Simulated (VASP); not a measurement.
Data:

```yaml
crystal:
  lattice:
    - [-1.49829, 1.49829, 1.49829]
    - [1.49829, -1.49829, 1.49829]
    - [1.49829, 1.49829, -1.49829]
  atoms:
    - { symbol: V, position: [0.00000, 0.00000, 0.00000] }
```

The numbers are results of PBE GGA, VASP's PBE PAW potentials (set 64) (plane waves; VASP), not measurements. Numerical set-up: 520 eV cut-off, 19×19×19 Γ-centred mesh, tetrahedra with Blöchl corrections, potentials V_sv.

Task: The job: V (bcc), 1 atom, PBE, static run, 520 eV, 19×19×19 Γ-centred mesh. Roughly how much core time does it take on a busy server core?

Result: About 10 core-seconds (one run on a shared machine, a rough figure). It had 220 irreducible k-points, 10 bands, up to 374 plane waves and 13 electronic steps.

The compound is V in the bcc structure. It was relaxed first. The run is not spin-polarised, so no magnetic state was tried.
